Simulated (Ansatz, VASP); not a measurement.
## Two plane-wave programs on Sr3Zn

```xyz
4
Lattice="5.4799 0.0000 0.0000 0.0000 5.4799 0.0000 0.0000 0.0000 5.4799" Properties=species:S:1:pos:R:3 pbc="T T T"
Sr    2.7400    0.0000    2.7400
Sr    2.7400    2.7400    0.0000
Sr    0.0000    2.7400    2.7400
Zn    0.0000    0.0000    0.1000
```

The cell comes from a database or a generator and needn't be the stable form of this composition.

Alike in both runs: task single point; functional PBEsol; k mesh 5 × 5 × 5; occupations fermi-dirac, width 0.1 eV; no spin polarisation.

|  | VASP | Ansatz |
| --- | --- | --- |
| version | VASP 6.6.1 | Ansatz 0.2.0 |
| potentials or method | VASP PAW PBE potentials, release 64 (Sr_sv, Zn) | plane waves, PAW |
| plane-wave cutoff (eV) | 520 | 517 |
| valence electrons in the cell | 42 | 42 |

```tsv
	VASP	Ansatz	Ansatz less VASP
rms of the force components (eV/Å)	0.016	0.016	0.0000
```

Atom by atom the forces differ by 0.000 eV/Å (rms over components).

Caveats: the PAW data sets were made with another functional, which shifts forces and pressure a little (VASP).
